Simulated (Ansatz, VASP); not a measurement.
## Cross-check of Ca10P18O55 between VASP and Ansatz

Wanted: the spread between two codes on one cell, functional and k mesh. The structure shown is frame 93 of Ansatz's trajectory.

Main program and level: Ansatz 0.2.0; plane waves, with VASP 6.6.1 beside it; single point at PBEsol.

### 1. Starting point

The cell holds 83 atoms: 18 P, 10 Ca and 55 O. Its edges and angles: a = 10.750 Å, b = 10.750 Å, c = 10.750 Å, α = 90.0°, β = 90.0°, γ = 90.0°. As first built, before any earlier steps moved the atoms (in the runner's words): 83 atoms (18 P, 10 Ca, 55 O) placed at random at 2.65 g/cm^3, melted at 4000 K for 10 ps at fixed volume with the Morse and Coulomb pair potential with partial charges (Pedone, Malavasi, Menziani, Cormack and Segre, J. Phys. Chem. B 110, 11780 (2006)). Quenched from 4000 K to 300 K at 500 K/ps and fixed volume, held 10 ps at zero pressure.

### 2. Ansatz: dynamics, PBEsol

Ansatz runs on its default PAW (the set named soft_2) files.

One frame of this run of dynamics is then solved in both programs, so the motion causes no difference.

input.yaml reads:

```yaml
crystal:
  lattice:
    - [10.74966, 0.0, 0.0]
    - [0.0, 10.74966, 0.0]
    - [0.0, 0.0, 10.74966]
  atoms:
    - { symbol: P, position: [0.93491, 0.56128, 0.40847] }
    - { symbol: P, position: [0.48537, 0.42684, 0.41994] }
    - { symbol: P, position: [0.5942, 0.22983, 0.81159] }
    - { symbol: P, position: [0.87103, 0.85774, 0.67844] }
    - { symbol: P, position: [0.17471, 0.27593, 0.2863] }
    - { symbol: P, position: [0.14664, 0.71802, 0.33686] }
    - { symbol: P, position: [0.58909, 0.07247, 0.28548] }
    - { symbol: P, position: [0.91443, 0.20203, 0.20347] }
    - { symbol: P, position: [0.05732, 0.5683, 0.94038] }
    - { symbol: P, position: [0.44323, 0.64733, 0.76797] }
    - { symbol: P, position: [0.12341, 0.144, 0.86247] }
    - { symbol: P, position: [0.7267, 0.62639, 0.76493] }
    - { symbol: P, position: [0.23689, 0.3664, 0.02097] }
    - { symbol: P, position: [0.30895, 0.02504, 0.32044] }
    - { symbol: P, position: [0.85068, 0.5851, 0.13318] }
    - { symbol: P, position: [0.42785, 0.70619, 0.37311] }
    - { symbol: P, position: [0.50973, 0.96084, 0.88997] }
    - { symbol: P, position: [0.38471, 0.37679, 0.68126] }
    - { symbol: Ca, position: [0.58214, 0.71254, 0.0667] }
    - { symbol: Ca, position: [0.85451, 0.87978, 0.34217] }
    - { symbol: Ca, position: [0.76424, 0.27847, 0.49991] }
    - { symbol: Ca, position: [0.57953, 0.36507, 0.10652] }
    - { symbol: Ca, position: [0.21957, 0.90243, 0.65755] }
    - { symbol: Ca, position: [0.85542, 0.33395, 0.87455] }
    - { symbol: Ca, position: [0.04591, 0.37987, 0.64454] }
    - { symbol: Ca, position: [0.56962, 0.95151, 0.56425] }
    - { symbol: Ca, position: [0.82575, 0.92903, 0.04161] }
    - { symbol: Ca, position: [0.20858, 0.85043, 0.03711] }
    - { symbol: O, position: [0.44652, 0.57006, 0.42332] }
    - { symbol: O, position: [0.79182, 0.91136, 0.57391] }
    - { symbol: O, position: [0.81907, 0.25328, 0.29197] }
    - { symbol: O, position: [0.25014, 0.35537, 0.69905] }
    - { symbol: O, position: [0.60473, 0.12625, 0.41816] }
    - { symbol: O, position: [0.66045, 0.9529, 0.26515] }
    - { symbol: O, position: [0.69069, 0.21323, 0.71064] }
    - { symbol: O, position: [0.6145, 0.16029, 0.17614] }
    - { symbol: O, position: [0.75498, 0.49503, 0.73205] }
    - { symbol: O, position: [0.61904, 0.42325, 0.43664] }
    - { symbol: O, position: [0.95274, 0.55703, 0.04098] }
    - { symbol: O, position: [0.29453, 0.98415, 0.45285] }
    - { symbol: O, position: [0.84667, 0.72331, 0.14873] }
    - { symbol: O, position: [0.92344, 0.44089, 0.47785] }
    - { symbol: O, position: [0.08798, 0.03911, 0.94917] }
    - { symbol: O, position: [0.39112, 0.95165, 0.95606] }
    - { symbol: O, position: [0.41602, 0.5049, 0.7371] }
    - { symbol: O, position: [0.0463, 0.23334, 0.26202] }
    - { symbol: O, position: [0.42483, 0.37671, 0.54401] }
    - { symbol: O, position: [0.84502, 0.65972, 0.44727] }
    - { symbol: O, position: [0.06432, 0.61519, 0.40818] }
    - { symbol: O, position: [0.43741, 0.36588, 0.30767] }
    - { symbol: O, position: [0.50657, 0.7987, 0.43928] }
    - { symbol: O, position: [0.43812, 0.66372, 0.9074] }
    - { symbol: O, position: [0.60971, 0.9105, 0.96771] }
    - { symbol: O, position: [0.01221, 0.85694, 0.65176] }
    - { symbol: O, position: [0.89928, 0.06137, 0.19537] }
    - { symbol: O, position: [0.54381, 0.10262, 0.86928] }
    - { symbol: O, position: [0.58698, 0.65017, 0.73005] }
    - { symbol: O, position: [0.8156, 0.72234, 0.7036] }
    - { symbol: O, position: [0.90977, 0.54008, 0.26099] }
    - { symbol: O, position: [0.64624, 0.30902, 0.91405] }
    - { symbol: O, position: [0.5155, 0.9131, 0.75912] }
    - { symbol: O, position: [0.25692, 0.9383, 0.22522] }
    - { symbol: O, position: [0.10398, 0.69446, 0.92528] }
    - { symbol: O, position: [0.1613, 0.47795, 0.97552] }
    - { symbol: O, position: [0.01572, 0.21564, 0.80874] }
    - { symbol: O, position: [0.44564, 0.04456, 0.289] }
    - { symbol: O, position: [0.14911, 0.67636, 0.20453] }
    - { symbol: O, position: [0.45919, 0.69768, 0.23861] }
    - { symbol: O, position: [0.00451, 0.51079, 0.82368] }
    - { symbol: O, position: [0.73418, 0.65146, 0.90075] }
    - { symbol: O, position: [0.17766, 0.36328, 0.39036] }
    - { symbol: O, position: [0.18743, 0.25286, 0.94429] }
    - { symbol: O, position: [0.72631, 0.52057, 0.12165] }
    - { symbol: O, position: [0.06862, 0.83439, 0.35484] }
    - { symbol: O, position: [0.28307, 0.72424, 0.38958] }
    - { symbol: O, position: [0.37387, 0.37845, 0.00531] }
    - { symbol: O, position: [0.20884, 0.32986, 0.15874] }
    - { symbol: O, position: [0.47642, 0.28521, 0.74698] }
    - { symbol: O, position: [0.35552, 0.72076, 0.69252] }
    - { symbol: O, position: [0.25343, 0.15794, 0.30657] }
    - { symbol: O, position: [0.84225, 0.92142, 0.79978] }
    - { symbol: O, position: [0.91993, 0.27005, 0.08128] }
    - { symbol: O, position: [0.21139, 0.08904, 0.76964] }
kpoints:
  mp_grid: { grid: [1, 1, 1] }
hamiltonian:
  xc: pbesol
scf:
  occupations: { method: fixed }
output:
  forces: true
md:
  timestep: 1.0
  n_steps: 280
  ensemble: nvt_nose_hoover
  temperature: 300
  initial_velocities: maxwell_boltzmann
  seed: 720
```

Command:

```bash
$ ansatz run input.yaml --threads 4 --pin off --max-ram 8192MiB --backend cpu --events-out ev --progress --plain --runs-dir out
```

Numbers of over 12 decimals in the logs are rounded to 6 here.

The log of the run:

```text
Warning: md: disabling space-group detection — thermal motion breaks the input geometry's symmetry, so no spatial operation reduces the k-mesh or symmetrises the density; time reversal is kept, so that k and −k are solved as one point where they differ and the mesh holds both, and exact exchange and, on two spinor components, a DFT+U term hold to it where the run has them: on two components no moment then forms, and  [...]
Engine: ansatz 0.2.0, aarch64-unknown-linux-gnu
Pseudopotentials: kind: paw
Pseudopotential: P, paw, valence charge 5, recommended cutoff 420 eV (normal), P.paw.azcp
Pseudopotential: Ca, paw, valence charge 10, recommended cutoff 420 eV (normal), Ca.paw.azcp
Pseudopotential: O, paw, valence charge 6, recommended cutoff 420 eV (normal), O.paw.azcp
Functional definition: PBEsol
  exchange = pbesol_x
  correlation = pbesol_c
Crystal: 83 atoms, lattice volume = 1242.179 Å³
Basis set: ecut = 420 eV, 24207 PW (Γ), exchange–correlation on 144×144×144 points (8 copies of the dense FFT grid, shifted against one another)
Bands: 343, of which v1, the nominal top of the filled ones, is band 260 counted from 1 (259 counted from 0)
Symmetry: 1 space group operations
k-points: 1
Non-local potential: P, projectors of the file, l = 0: 2, l = 1: 2, l = 2: 2
Non-local potential: Ca, projectors of the file, l = 0: 3, l = 1: 2, l = 2: 2
Non-local potential: O, projectors of the file, l = 0: 2, l = 1: 2, l = 2: 1
PAW form: soft (Blöchl's): semilocal exchange-correlation on the pseudo side does not see the compensation charge
PAW frozen core: P, regenerated for the run's functional, and the local potential with it (the file was generated under x = pbe(κ = 0.804, μ = 0.219515), c = pbe(β = 0.066725))
PAW frozen core: Ca, regenerated for the run's functional, and the local potential with it (the file was generated under x = pbe(κ = 0.804, μ = 0.219515), c = pbe(β = 0.066725))
PAW frozen core: O, regenerated for the run's functional, and the local potential with it (the file was generated under x = pbe(κ = 0.804, μ = 0.219515), c = pbe(β = 0.066725))
PAW one-centre angular grid: P, 110 points (default); XC on 64 Gauss nodes
PAW one-centre angular grid: Ca, 110 points (default); XC on 64 Gauss nodes
PAW one-centre angular grid: O, 110 points (default); XC on 64 Gauss nodes
Initial density: superposition of atomic densities (neutral atoms: chi_scale 0, normalization atom), corrected by the library's trained network
Initial wavefunctions: pseudopotential atomic-orbital guess
Functional: x = pbesol(κ = 0.804, μ = 0.123457), c = pbesol(β = 0.046)
SCF iter   1: F=—  HF=-62162.856771 eV  |F-HF|=—  |Δ(HF+E_count)|=         —  Δρ=1.02e-2  dr2=1.03e0  ethr=1.77e-3  ⟨swp⟩=12.0  Hψ=1265  notcnv=0  defer=81
preconditioner: auto → Resta (q_TF=auto, 2.360 Å⁻¹)  ε∞=3.0  [insulator: Δε(μ)=2.603 eV  Ē_g=16.780 eV  n_scr=256 (ndim 8)  ℏωp=23.6 eV  f_vac=0.186  ε∞_Penn≈3.0]
SCF iter   2: F=—  HF=-62162.579797 eV  |F-HF|=—  |Δ(HF+E_count)|=   2.77e-1  Δρ=2.10e-3  dr2=5.80e-2  ethr=1.97e-4  ⟨swp⟩=3.0  Hψ=562  notcnv=0  defer=81
SCF iter   3: F=—  HF=-62162.575451 eV  |F-HF|=—  |Δ(HF+E_count)|=   4.35e-3  Δρ=1.00e-3  dr2=1.86e-2  ethr=1.11e-5  ⟨swp⟩=7.0  Hψ=677  notcnv=0  defer=77
automatic band count: iteration 3 solves 339 bands in place of 343: the levels show a gap, and the empty bands left out lie too high to hold charge; the band table lists the bands solved (type scf.n_extra_bands for more)
SCF iter   4: F=—  HF=-62162.576146 eV  |F-HF|=—  |Δ(HF+E_count)|=   6.95e-4  Δρ=7.69e-4  dr2=8.72e-3  ethr=3.58e-6  ⟨swp⟩=6.0  Hψ=438  notcnv=0  defer=77
SCF iter   5: F=—  HF=-62162.574869 eV  |F-HF|=—  |Δ(HF+E_count)|=   1.28e-3  Δρ=1.64e-4  dr2=6.74e-4  ethr=1.68e-6  ⟨swp⟩=5.0  Hψ=458  notcnv=0  defer=77
SCF iter   6: F=—  HF=-62162.574962 eV  |F-HF|=—  |Δ(HF+E_count)|=   9.30e-5  Δρ=8.28e-5  dr2=8.54e-5  ethr=1.30e-7  ⟨swp⟩=3.0  Hψ=591  notcnv=0  defer=77
SCF iter   7: F=—  HF=-62162.575232 eV  |F-HF|=—  |Δ(HF+E_count)|=   2.69e-4  Δρ=3.62e-5  dr2=1.48e-5  ethr=1.64e-8  ⟨swp⟩=3.0  Hψ=537  notcnv=0  defer=77
SCF iter   8: F=—  HF=-62162.577203 eV  |F-HF|=—  |Δ(HF+E_count)|=   1.97e-3  Δρ=1.04e-5  dr2=1.47e-6  ethr=2.85e-9  ⟨swp⟩=3.0  Hψ=461  notcnv=0  defer=77
SCF iter   9: F=—  HF=-62162.577206 eV  |F-HF|=—  |Δ(HF+E_count)|=   2.14e-6  Δρ=6.19e-6  dr2=4.38e-7  ethr=2.82e-10  ⟨swp⟩=3.0  Hψ=536  notcnv=0  defer=77
[...]
md step   275: t =   275.00 fs  T =   339.2 K  F+E_penalty+E_count = -62169.15558342 eV  E_kin = 3.595279 eV  conserved = -62159.41154866 eV  (4 SCF iters)
[...]
md step   276: t =   276.00 fs  T =   336.8 K  F+E_penalty+E_count = -62169.14557533 eV  E_kin = 3.569412 eV  conserved = -62159.41133119 eV  (3 SCF iters)
[...]
md step   277: t =   277.00 fs  T =   336.3 K  F+E_penalty+E_count = -62169.15606096 eV  E_kin = 3.564117 eV  conserved = -62159.41120182 eV  (3 SCF iters)
[...]
md step   278: t =   278.00 fs  T =   337.9 K  F+E_penalty+E_count = -62169.18935745 eV  E_kin = 3.581568 eV  conserved = -62159.41120454 eV  (3 SCF iters)
[...]
md step   279: t =   279.00 fs  T =   341.7 K  F+E_penalty+E_count = -62169.24568987 eV  E_kin = 3.621855 eV  conserved = -62159.41136833 eV  (4 SCF iters)
[...]
md step   280: t =   280.00 fs  T =   347.4 K  F+E_penalty+E_count = -62169.32274336 eV  E_kin = 3.682557 eV  conserved = -62159.41169536 eV  (8 SCF iters)
SCF converged after 8 iterations
Free energy (F): -62169.322743 eV
Harris-Foulkes:  -62169.322743 eV  (|F-HF|=2.28e-8)
Internal energy: -62169.322743 eV  (E = F + TS)
E sigma→0 (E₀):  -62169.322743 eV
Fermi energy:    2.929705 eV
--- Per-component energies (eV) ---
  E_band       = -3681.699103
  E_kinetic    = 13880.697014
  E_local      = -38656.916772  (includes V_loc(G=0)·N_el)
  E_nonlocal   = 3852.145522
  E_hartree    = 13998.041960
  E_xc         = -6497.167378
  E_vxc        = -7979.061863  (∫ρ·V_xc dr)
  E_paw        = -26739.990833  (= ΣΔE_a)
  E_vpaw       = -2774.781894  (= ΣTr[D̂ρ^β])
  E_aug_tail   = 0.136728  (compensation charges beyond the density's cutoff)
  E_ewald      = -22010.227492
  E_core_change = 3.958507  (= ΣΔE_core)
  E_smearing   = -0.000000  (= −TS)
  E_closure    = -0.000000  (closes the sum)
  Σ components = -62169.322743   (vs F -62169.322743, Δ=0.00e0)
--- Forces (eV/Å), atoms counted from 1 ---
  atom   1  P      0.90798109    -0.30838144    -0.91950195
  atom   2  P      2.12198364     1.58327217    -0.79018041
  atom   3  P     -0.67226852    -1.04000271    -1.12101010
  atom   4  P     -1.59226648    -0.09889445     1.68310652
  atom   5  P     -0.87139169     0.87757527     0.44121948
  atom   6  P      1.15846843    -0.88875907     1.64451469
  atom   7  P     -0.77811036    -1.24502716    -1.01456645
  atom   8  P      0.20943366     0.11297237    -0.97773333
  atom   9  P      1.81627639     1.07440744    -1.73516546
  atom  10  P     -0.60331995     0.60984492    -2.00714574
  atom  11  P     -0.16530261     0.11175442     0.94354271
  atom  12  P      0.81206633    -1.40546540    -2.63434464
  atom  13  P     -2.14600539    -1.07027295    -0.58802720
  atom  14  P      2.05709089    -0.61864440    -0.08694043
  atom  15  P      1.17116629     0.65009452     2.44697485
  atom  16  P     -2.12211593     0.83026381    -0.26906641
  atom  17  P      0.57207876     0.38757698     1.23642753
  atom  18  P     -1.83446963    -0.17426043     1.19161944
  atom  19  Ca    -0.09820253     0.11604950     0.27828309
  atom  20  Ca    -0.41353699    -0.49280899     0.09147214
  atom  21  Ca    -0.25191962     0.31876949    -0.62572650
  atom  22  Ca     0.29096591    -0.26530507    -0.11742056
  atom  23  Ca    -0.19747265    -0.12660851     0.29902112
  atom  24  Ca    -0.08492527    -0.14399515    -0.38015403
[...]
atom  76  O      0.92137611    -0.32132200     0.17110397
  atom  77  O      0.21043487    -0.42943154     0.57869457
  atom  78  O      0.75113195     1.23256168    -0.70748245
  atom  79  O     -0.32267777     0.03114628     0.17535605
  atom  80  O      0.23806699    -1.51751538    -0.56688490
  atom  81  O      0.65404704    -0.17606193    -0.26106570
  atom  82  O     -0.01093393     0.40944105    -1.09824564
  atom  83  O     -0.63525178     0.26062270     0.12148641
  max |Σ_I F_I| component: 1.20e-4 eV/Å
--- MD trajectory: 280 steps, t = 0.0 → 280.0 fs ---
  final state: T = 347.4 K   F+E_penalty+E_count = -62169.32274336 eV   E_kin = 3.682557 eV
  conserved energy: peak-to-peak 1.638e-2 eV (1.973e-4 eV/atom) over 280.0 fs
```

[end of part 1 of 2]

[Lines on the potential files, build, host, timing and source positions are cut from VASP's logs without a mark.]

[Logs are printed without paths, hosts, clocks, repeated set-up lines and the standing remarks that a program may print on its own settings, such as how far it seeks lower states.]

[Hosts, paths, dates, database ids (printed as entryN), source tags and the programs' standing remarks are cut or masked in the printed files.]
